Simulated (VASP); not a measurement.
OSZICAR of a VASP run on La (dhcp):

OSZICAR:
```
       N       E                     dE             d eps       ncg     rms          rms(c)
DAV:   1     0.571927845848E+03    0.57193E+03   -0.14984E+04  1680   0.233E+03
DAV:   2     0.125916617700E+03   -0.44601E+03   -0.44064E+03  2520   0.452E+02
DAV:   3     0.568972640181E+01   -0.12023E+03   -0.11939E+03  3048   0.281E+02
DAV:   4    -0.865819420433E+01   -0.14348E+02   -0.14147E+02  3070   0.998E+01
DAV:   5    -0.107003516628E+02   -0.20422E+01   -0.19898E+01  3256   0.337E+01    0.540E+00
DAV:   6    -0.109519176866E+02   -0.25157E+00   -0.26263E+00  3208   0.121E+01    0.282E+00
DAV:   7    -0.110121066531E+02   -0.60189E-01   -0.43319E-01  3096   0.494E+00    0.735E-01
DAV:   8    -0.110289344270E+02   -0.16828E-01   -0.63636E-02  3256   0.179E+00    0.363E-01
DAV:   9    -0.110333474629E+02   -0.44130E-02   -0.10541E-02  2896   0.888E-01    0.109E-01
DAV:  10    -0.110331742812E+02    0.17318E-03   -0.18559E-03  2984   0.339E-01    0.365E-02
DAV:  11    -0.110331861339E+02   -0.11853E-04   -0.35077E-04  3096   0.153E-01    0.214E-02
DAV:  12    -0.110331960061E+02   -0.98722E-05   -0.33511E-05  3088   0.560E-02    0.532E-03
DAV:  13    -0.110331949840E+02    0.10222E-05   -0.34467E-06  3136   0.211E-02    0.347E-03
DAV:  14    -0.110331939695E+02    0.10144E-05   -0.27271E-08  2320   0.116E-02    0.868E-04
DAV:  15    -0.110331939665E+02    0.30800E-08    0.37793E-07  1672   0.478E-03
   1 F= -.11033194E+02 E0= -.11033194E+02  d E =0.000000E+00
```

Task: Which electronic solver shows in the log?

Result: It is blocked Davidson (ALGO = Normal, or the opening steps of other solvers). The INCAR had ALGO = Normal.

Task: Can the final energy be trusted as converged?

Result: The calculation finished and met its thresholds. It stopped with EDIFF = 1E-7, NELM = 100 (optB86b-vdW, plane waves, VASP's PBE PAW potentials (set 64)).

The compound is La in the dhcp structure. It was relaxed first, which changed the volume by -6 %.
